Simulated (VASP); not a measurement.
Given:

```
CELL_PARAMETERS angstrom
      1.27124    -2.20185     0.00000
      1.27124     2.20185     0.00000
      0.00000     0.00000     4.20451
ATOMIC_POSITIONS crystal
  B  0.66667 0.33333 0.50021
  B  0.33333 0.66667 0.00021
  N  0.66667 0.33333 0.87479
  N  0.33333 0.66667 0.37479
```

The numbers are results of PBE GGA with D4 dispersion, VASP's PBE PAW potentials (set 64) (plane waves; VASP), not measurements. Numerical set-up: 520 eV cut-off, 9×9×5 Γ-centred mesh, Gaussian smearing of 0.050 eV, potentials B N.

Task: Predict the energy per atom (σ→0), band gap (on the k-mesh) with the smallest direct gap where there is one.

Result: 
```yaml
band gap (on the k-mesh): 5.19 eV
smallest direct gap (on the k-mesh): 8.30 eV
energy per atom (σ→0): -8.946 eV/atom
```

Total energies compare only between runs with the same potentials, cut-off and functional.

The compound is BN in the wurtzite structure, a metastable high-pressure form. It was relaxed first. The start is the result of an earlier pass.
